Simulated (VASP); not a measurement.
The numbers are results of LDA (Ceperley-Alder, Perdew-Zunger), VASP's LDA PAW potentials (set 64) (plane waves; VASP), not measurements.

VASP input:

File POSCAR:
```
Cu3Sn
1.0
  0.0000000000   2.9898259713   2.9898259713
  2.9898259713   0.0000000000   2.9898259713
  2.9898259713   2.9898259713   0.0000000000
Cu Sn
3 1
Direct
  0.5000000000   0.5000000000   0.5000000000
  0.7500000000   0.7500000000   0.7500000000
  0.2500000000   0.2500000000   0.2500000000
  0.0000000000   0.0000000000   0.0000000000
```

### INCAR
```
! general
SYSTEM  = Cu3Sn
PREC    = Accurate
ENCUT   = 400
LREAL   = F
LASPH   = T

! electronic loop
EDIFF   = 1E-6
NELM    = 100
ALGO    = Normal
LMAXMIX = 4

! smearing
ISMEAR  = 1
SIGMA   = 0.1

! ions
IBRION  = 2
NSW     = 60
ISIF    = 3
EDIFFG  = -0.02

! output
LWAVE   = F
LCHARG  = F
```

### KPOINTS
```
K-points
0
Gamma
 8 8 8
0 0 0
```

POTCAR, in this order: Cu Sn_d (LDA.64 set). Program: vasp_std.

Task: What will the output report for the number of irreducible k-points (NKPTS), number of bands (NBANDS), largest plane-wave count, number of space-group operations, FFT grid (NGX, NGY, NGZ)?

Result: 
```
Property                                      Result
--------------------------------------  ------------
number of irreducible k-points (NKPTS)            29
number of bands (NBANDS)                          28
largest plane-wave count                         982
number of space-group operations                  48
FFT grid (NGX, NGY, NGZ)                28 × 28 × 28
```

The structure comes from a computed database's Cu3Sn entry (Fm-3m); how it stands against other phases isn't given here. This run relaxes it. Symmetry was kept, so distortions that lower it aren't found. The start is the result of an earlier pass. The electron count is odd and the run is not spin-polarised, which forces a metal.
